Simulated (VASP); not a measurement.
**How U changes CoSi**

Wanted: how far the results for CoSi hang on the Hubbard correction. The start is a cell from a database of measured crystal structures.

Method: PBEsol, spin-polarised from a ferromagnetic start; plane waves and PAW (Co, Si), in the first sound run; inputs show where later runs differ, in VASP 6.6.1.

Most raw output is cut from this account.

The database entry behind the starting cell differs from later determinations by our own check (0.1 to 0.3 % short, probably kX units), so it need not match the best structure at ambient conditions.

## (1) Starting point

It takes space group P2_13 (No. 198, cubic). Conventional cell: a = 4.438 Å, b = 4.438 Å, c = 4.438 Å, α = 90.00°, β = 90.00°, γ = 90.00°. Co has 7 Si at 2.28 to 2.47 Å nearest. Nearest to Si lie 7 Co at 2.28 to 2.47 Å. Farther neighbours are not listed.

## (2) Series over U, start order fm, U 0

U penalises partly filled orbitals; repeating the run over U shows how far moments and gap depend on it.

INCAR reads:

```
SYSTEM = CoSi
PREC = Normal
ENCUT = 350
EDIFF = 1E-06
NELM = 150
ISMEAR = 0
SIGMA = 0.05
LREAL = .FALSE.
ALGO = Normal
GGA = PS
NBANDS = 40
ISPIN = 2
MAGMOM = 2 2 2 2 0 0 0 0
LASPH = .TRUE.
LMAXMIX = 4
LORBIT = 11
LWAVE = .FALSE.
LCHARG = .FALSE.
AMIX = 0.2
BMIX = 1E-04
AMIX_MAG = 0.8
BMIX_MAG = 1E-04
NEDOS = 1200
```

POSCAR reads:

```
CoSi
1.0
    4.4380000000      0.0000000000      0.0000000000
    0.0000000000      4.4380000000      0.0000000000
    0.0000000000      0.0000000000      4.4380000000
Co Si
4 4
Direct
    0.8600000000      0.6400000000      0.3600000000
    0.6400000000      0.3600000000      0.8600000000
    0.3600000000      0.8600000000      0.6400000000
    0.1400000000      0.1400000000      0.1400000000
    0.1570000000      0.3430000000      0.6570000000
    0.3430000000      0.6570000000      0.1570000000
    0.6570000000      0.1570000000      0.3430000000
    0.8430000000      0.8430000000      0.8430000000
```

KPOINTS reads:

```
Automatic mesh
0
Gamma
4 4 4
0 0 0
```

The projector-augmented-wave data sets are Co and Si (PBE family, release 64).

Command:

```sh
$ mpirun -np 1 vasp_std
```

It took 26 s on 1 MPI rank of AMD EPYC 9R14 (Zen 4), shared host; peak memory 0.12 GiB.

The k-mesh is coarse for a metal. The PAW data sets were made with PBE, which is usual practice but a small mismatch for other functionals.

Numbers from this step:

```
electronic cycles                               : 17
electrons                                       : 52
free energy (TOTEN)                             : -59.7518 eV
energy at zero smearing                         : -59.7501 eV
Fermi energy                                    : 11.94 eV
labelled metallic, from the levels on this mesh : yes
```

The spin moment in the PAW sphere vanishes on all atoms.

Force by atom:

```csv
atom,x (eV/Å),y (eV/Å),z (eV/Å),size
Co1,-0.141,0.141,-0.141,0.244
Co2,0.141,-0.141,-0.141,0.244
Co3,-0.141,-0.141,0.141,0.244
Co4,0.141,0.141,0.141,0.244
Si5,0.037,-0.037,0.037,0.064
Si6,-0.037,0.037,0.037,0.064
Si7,0.037,0.037,-0.037,0.064
Si8,-0.037,-0.037,-0.037,0.064
```

Energy at zero smearing: -59.75007 eV.

## (3) Series over U, start order AFM, U 0

This step: PBEsol, spin-polarised from an antiferromagnetic start; plane waves and PAW (Co, Si) (VASP 6.6.1).

Changes to INCAR since step 2:

```diff
@@ -12,3 +12,3 @@
 ISPIN = 2
-MAGMOM = 2 2 2 2 0 0 0 0
+MAGMOM = 2 -2 2 -2 0 0 0 0
 LASPH = .TRUE.
```

POSCAR is that of step 2.

KPOINTS is that of step 2.

Command:

```sh
$ mpirun -np 1 vasp_std
```

Elapsed: 51 s, on 1 MPI rank; peak memory 0.15 GiB.

Numbers from this step:

```yaml
dos_at_the_fermi_level: 2.925 states/eV/cell
```

The density of states has structure finer than the step of the table below, so its rows give means over 0.5 eV, whole bins alone (the curve runs from -12.0 to 7.94 eV). Peaks (eV: height): total -2.77: 23.7, -2.45: 15.8, -1.24: 18.0, 5.53: 16.2; Co s -6.72: 1.27, -5.43: 0.856, 3.51: 1.27, 5.53: 1.07; Co p -2.77: 1.26, 5.53: 1.87, 6.25: 1.19, 6.49: 1.16; Co d -2.77: 16.6, -1.24: 16.2, -0.84: 12.3, -0.36: 11.8; Si s -11.48: 1.80, -11.08: 1.98, -9.95: 1.50, -8.26: 1.77.

Means over bins of 0.081 eV. The density of states by energy, zero at the Fermi level; means over each step; values in states/eV/cell:

```csv
energy (eV),total,Co s,Co p,Co d,Si s,Si p
-11.5,1.51,0.220,0.0990,0.0240,0.479,0.0518
-11.0,1.50,0.184,0.116,0.0315,0.478,0.0573
-10.5,0.858,0.0408,0.0963,0.0276,0.300,0.0279
-10.0,1.75,0.0693,0.186,0.0947,0.588,0.0776
-9.5,1.36,0.164,0.0981,0.0834,0.361,0.101
-9.0,1.39,0.157,0.0969,0.113,0.355,0.115
-8.5,2.19,0.116,0.186,0.257,0.629,0.154
-8.0,1.58,0.105,0.117,0.213,0.418,0.128
-7.5,0.313,0.0514,0.0220,0.0325,0.0662,0.0294
-7.0,2.57,0.223,0.157,0.487,0.512,0.269
-6.5,1.89,0.296,0.135,0.250,0.105,0.344
-6.0,2.10,0.187,0.135,0.481,0.0490,0.424
-5.5,3.24,0.364,0.215,0.834,0.130,0.565
-5.0,2.70,0.150,0.278,0.707,0.0568,0.556
-4.5,5.21,0.264,0.395,1.89,0.228,0.790
-4.0,3.45,0.0498,0.239,1.71,0.0693,0.489
-3.5,6.38,0.0972,0.393,3.62,0.0767,0.684
-3.0,10.9,0.136,0.559,7.28,0.0829,0.629
-2.5,12.0,0.0923,0.577,8.53,0.0488,0.643
-2.0,7.64,0.0268,0.252,5.95,0.0251,0.321
-1.5,10.5,0.0154,0.123,9.25,0.0213,0.171
-1.0,10.9,0.0168,0.161,9.77,0.0301,0.129
-0.5,7.03,0.0254,0.154,6.25,0.0254,0.135
0.0,3.33,0.0271,0.0884,2.84,0.0230,0.111
0.5,2.82,0.0285,0.116,2.12,0.0550,0.175
1.0,2.90,0.0523,0.137,1.97,0.0876,0.228
1.5,2.72,0.0386,0.110,1.70,0.218,0.220
2.0,3.23,0.0762,0.164,1.80,0.282,0.300
2.5,4.79,0.217,0.197,2.20,0.484,0.572
3.0,3.19,0.284,0.144,1.22,0.268,0.408
3.5,4.12,0.425,0.241,1.30,0.287,0.553
4.0,4.00,0.247,0.287,1.12,0.274,0.694
4.5,2.57,0.282,0.182,0.599,0.168,0.392
5.0,2.82,0.115,0.290,0.643,0.132,0.579
5.5,5.37,0.281,0.613,0.981,0.292,1.13
6.0,1.60,0.0987,0.201,0.274,0.0293,0.306
6.5,5.90,0.412,0.672,0.872,0.188,1.08
7.0,1.14,0.0268,0.115,0.189,0.0390,0.285
7.5,2.60,0.150,0.251,0.407,0.0955,0.549
```

Force by atom:

(Unchanged from step 2.)

Energy at zero smearing: -59.75007 eV.

## (4) Series over U, start order fm, U 4

This step: PBEsol, DFT+U (Co d 4 eV), spin-polarised from a ferromagnetic start; plane waves and PAW (Co, Si) (VASP 6.6.1).

Changes to INCAR since step 3:

```diff
@@ -12,3 +12,9 @@
 ISPIN = 2
-MAGMOM = 2 -2 2 -2 0 0 0 0
+MAGMOM = 2 2 2 2 0 0 0 0
+LDAU = .TRUE.
+LDAUTYPE = 2
+LDAUL = 2 -1
+LDAUU = 4 0
+LDAUJ = 0 0
+LDAUPRINT = 1
 LASPH = .TRUE.
```

POSCAR is that of step 3.

KPOINTS is that of step 3.

Command:

```sh
$ mpirun -np 1 vasp_std
```

The job ended after 32 s (1 MPI rank; peak memory 0.12 GiB).

The magnetic state follows from one typed start and may not be the lowest. A U on the itinerant d states of such a compound is hard to justify; it moves the bands at the Fermi level and favours large moments.

Spin moment in the PAW sphere by atom:

```csv
atom,spin moment in the PAW sphere (μB)
Co1,0.890
Co2,0.890
Co3,0.890
Co4,0.890
Si5,-0.020
Si6,-0.020
Si7,-0.020
Si8,-0.020
```

Energy at zero smearing: -45.59383 eV.

## (5) Series over U, start order AFM, U 4

This step: PBEsol, DFT+U (Co d 4 eV), spin-polarised from an antiferromagnetic start; plane waves and PAW (Co, Si) (VASP 6.6.1).

Changes to INCAR since step 4:

```diff
@@ -12,3 +12,3 @@
 ISPIN = 2
-MAGMOM = 2 2 2 2 0 0 0 0
+MAGMOM = 2 -2 2 -2 0 0 0 0
 LDAU = .TRUE.
```

POSCAR is that of step 4.

KPOINTS is that of step 4.

Command:

```sh
$ mpirun -np 1 vasp_std
```

Run time: 94 s. Hardware: 1 MPI rank; peak memory 0.16 GiB.

The gap is read on the k-mesh alone, so it is an upper bound where the band edges lie off the mesh. The gap is under twice the smearing width, so the edge states are partly filled and the run can't tell a small gap from a semimetal.

Energy at zero smearing: -45.56287 eV.

## (6) Series over U, start order fm, U 5

This step: PBEsol, DFT+U (Co d 5 eV), spin-polarised from a ferromagnetic start; plane waves and PAW (Co, Si) (VASP 6.6.1).

Changes to INCAR since step 5:

```diff
@@ -12,3 +12,3 @@
 ISPIN = 2
-MAGMOM = 2 -2 2 -2 0 0 0 0
+MAGMOM = 2 2 2 2 0 0 0 0
 LDAU = .TRUE.
@@ -16,3 +16,3 @@
 LDAUL = 2 -1
-LDAUU = 4 0
+LDAUU = 5 0
 LDAUJ = 0 0
```

POSCAR is that of step 5.

KPOINTS is that of step 5.

Command:

```sh
$ mpirun -np 1 vasp_std
```

The job ended after 37 s (1 MPI rank; peak memory 0.12 GiB).

Spin moment in the PAW sphere by atom:

```csv
atom,spin moment in the PAW sphere (μB)
Co1,1.13
Co2,1.13
Co3,1.13
Co4,1.13
Si5,-0.03
Si6,-0.03
Si7,-0.03
Si8,-0.03
```

Energy at zero smearing: -42.68251 eV.

The run ends at a pressure of -5.34 GPa, with forces up to 0.10 eV/Å.

## (7) Series over U, start order AFM, U 5

This step: PBEsol, DFT+U (Co d 5 eV), spin-polarised from an antiferromagnetic start; plane waves and PAW (Co, Si) (VASP 6.6.1).

Changes to INCAR since step 6:

```diff
@@ -12,3 +12,3 @@
 ISPIN = 2
-MAGMOM = 2 2 2 2 0 0 0 0
+MAGMOM = 2 -2 2 -2 0 0 0 0
 LDAU = .TRUE.
```

POSCAR is that of step 6.

KPOINTS is that of step 6.

Command:

```sh
$ mpirun -np 1 vasp_std
```

Run time: 2.2 min. Hardware: 1 MPI rank; peak memory 0.16 GiB.

A gap read on the k-mesh alone can miss the band edges.

Energy at zero smearing: -42.40541 eV.

## (8) Series over U, start order fm, U 6

This step: PBEsol, DFT+U (Co d 6 eV), spin-polarised from a ferromagnetic start; plane waves and PAW (Co, Si) (VASP 6.6.1).

Changes to INCAR since step 7:

```diff
@@ -12,8 +12,8 @@
 ISPIN = 2
-MAGMOM = 2 -2 2 -2 0 0 0 0
+MAGMOM = 2 2 2 2 0 0 0 0
 LDAU = .TRUE.
-LDAUTYPE = 2
+LDAUTYPE = 1
 LDAUL = 2 -1
-LDAUU = 5 0
-LDAUJ = 0 0
+LDAUU = 6 0
+LDAUJ = 0.5 0
 LDAUPRINT = 1
```

POSCAR is that of step 7.

KPOINTS is that of step 7.

Command:

```sh
$ mpirun -np 1 vasp_std
```

Elapsed: 42 s, on 1 MPI rank; peak memory 0.12 GiB.

Energy at zero smearing: -41.53765 eV.

The run ends at a pressure of -4.43 GPa, with forces up to 0.083 eV/Å.

## (9) Series over U, start order AFM, U 6

This step: PBEsol, DFT+U (Co d 6 eV), spin-polarised from an antiferromagnetic start; plane waves and PAW (Co, Si) (VASP 6.6.1).

Changes to INCAR since step 8:

```diff
@@ -12,3 +12,3 @@
 ISPIN = 2
-MAGMOM = 2 2 2 2 0 0 0 0
+MAGMOM = 2 -2 2 -2 0 0 0 0
 LDAU = .TRUE.
```

POSCAR is that of step 8.

KPOINTS is that of step 8.

Command:

```sh
$ mpirun -np 1 vasp_std
```

The job ended after 7.7 min (1 MPI rank; peak memory 0.16 GiB).

Spin moment in the PAW sphere by atom:

```csv
atom,spin moment in the PAW sphere (μB)
Co1,0.962
Co2,-0.962
Co3,0.962
Co4,-0.962
Si5,0.014
Si6,-0.014
Si7,0.014
Si8,-0.014
```

Energy at zero smearing: -41.08480 eV.

The run ends at a pressure of -6.92 GPa, with forces up to 0.18 eV/Å.

## (10) Series over U, start order fm, U 8

This step: PBEsol, DFT+U (Co d 8 eV), spin-polarised from a ferromagnetic start; plane waves and PAW (Co, Si) (VASP 6.6.1).

Changes to INCAR since step 9:

```diff
@@ -12,8 +12,8 @@
 ISPIN = 2
-MAGMOM = 2 -2 2 -2 0 0 0 0
+MAGMOM = 2 2 2 2 0 0 0 0
 LDAU = .TRUE.
-LDAUTYPE = 1
+LDAUTYPE = 2
 LDAUL = 2 -1
-LDAUU = 6 0
-LDAUJ = 0.5 0
+LDAUU = 8 0
+LDAUJ = 0 0
 LDAUPRINT = 1
```

POSCAR is that of step 9.

KPOINTS is that of step 9.

Command:

```sh
$ mpirun -np 1 vasp_std
```

The job ended after 55 s (1 MPI rank; peak memory 0.12 GiB).

The density of states holds every band computed, so its fall toward the upper end of the range is no gap.

Energy at zero smearing: -35.03607 eV.

## (11) Series over U, start order AFM, U 8

This step: PBEsol, DFT+U (Co d 8 eV), spin-polarised from an antiferromagnetic start; plane waves and PAW (Co, Si) (VASP 6.6.1).

Changes to INCAR since step 10:

```diff
@@ -12,3 +12,3 @@
 ISPIN = 2
-MAGMOM = 2 2 2 2 0 0 0 0
+MAGMOM = 2 -2 2 -2 0 0 0 0
 LDAU = .TRUE.
```

POSCAR is that of step 10.

KPOINTS is that of step 10.

Command:

```sh
$ mpirun -np 1 vasp_std
```

The job ended after 7 min (1 MPI rank; peak memory 0.16 GiB).

Spin moment in the PAW sphere by atom:

```csv
atom,spin moment in the PAW sphere (μB)
Co1,1.68
Co2,-1.68
Co3,1.68
Co4,-1.68
Si5,0.02
Si6,-0.02
Si7,0.02
Si8,-0.02
```

Energy at zero smearing: -34.50353 eV.

The run ends at a pressure of 11.93 GPa, with forces up to 0.37 eV/Å.

## (12) Summary

This step: DFT+U series, PBEsol; plane waves and PAW (VASP 6.6.1).

This step runs nothing: it gathers the runs above.

Energies at different U are not comparable. U series, by row:

```csv
U (eV),J (eV),LDAUTYPE,start,energy (eV/atom),mean moment (μB),gap on the mesh (eV),pressure (GPa)
0,0,-,fm,-7.469,0,0,-7.346
0,0,-,afm,-7.469,0,0,-7.365
4,0,2,fm,-5.699,0.89,0,-8.65
4,0,2,afm,-5.695,0.633,0.026,-12.9
5,0,2,fm,-5.335,1.13,0,-5.339
5,0,2,afm,-5.301,0.909,0.6058,-9.64
6,0.5,1,fm,-5.192,1.156,0,-4.426
6,0.5,1,afm,-5.136,0.962,0.4728,-6.925
8,0,2,fm,-4.38,1.308,0,-1.01
8,0,2,afm,-4.313,1.683,0,11.93
```

## (13) Outcome

| Item | Value |
| --- | --- |
| U = 0 eV, J = 0 eV, fm start | mean size of the moments 0.00 μB |
| U = 0 eV, J = 0 eV, afm start | mean size of the moments 0.00 μB |
| U = 4 eV, J = 0 eV, fm start | mean size of the moments 0.89 μB |
| U = 4 eV, J = 0 eV, afm start | mean size of the moments 0.63 μB |
| U = 5 eV, J = 0 eV, fm start | mean size of the moments 1.13 μB |
| U = 5 eV, J = 0 eV, afm start | mean size of the moments 0.91 μB |
| U = 6 eV, J = 0.5 eV, fm start | mean size of the moments 1.16 μB |
| U = 6 eV, J = 0.5 eV, afm start | mean size of the moments 0.96 μB |
| U = 8 eV, J = 0 eV, fm start | mean size of the moments 1.31 μB |
| U = 8 eV, J = 0 eV, afm start | mean size of the moments 1.68 μB |

What this shows: For the ferromagnetic start without J, from U = 0 to 8 eV the mean moment goes from 0.00 to 1.31 μB, the cell stays metallic, and the pressure goes from -7.3 to -1.0 GPa. A jump between neighbouring rows can also mean that the runs ended in different spin or orbital states. U acts inside the PAW spheres, so the same number means something else in a code with other projectors.

[Lines on the potential files, build, host, timing and source positions are cut from VASP's logs without a mark.]

[Logs are printed without paths, hosts, clocks, repeated set-up lines and the standing remarks that a program may print on its own settings, such as how far it seeks lower states.]

[Hosts, paths, dates, database ids (printed as entryN), source tags and the programs' standing remarks are cut or masked in the printed files.]

[In band tables of VASP the shares of atoms and orbitals are scaled to a sum of 1 inside the atoms' spheres.]

[Runs that stopped without an error message from VASP are left out.]
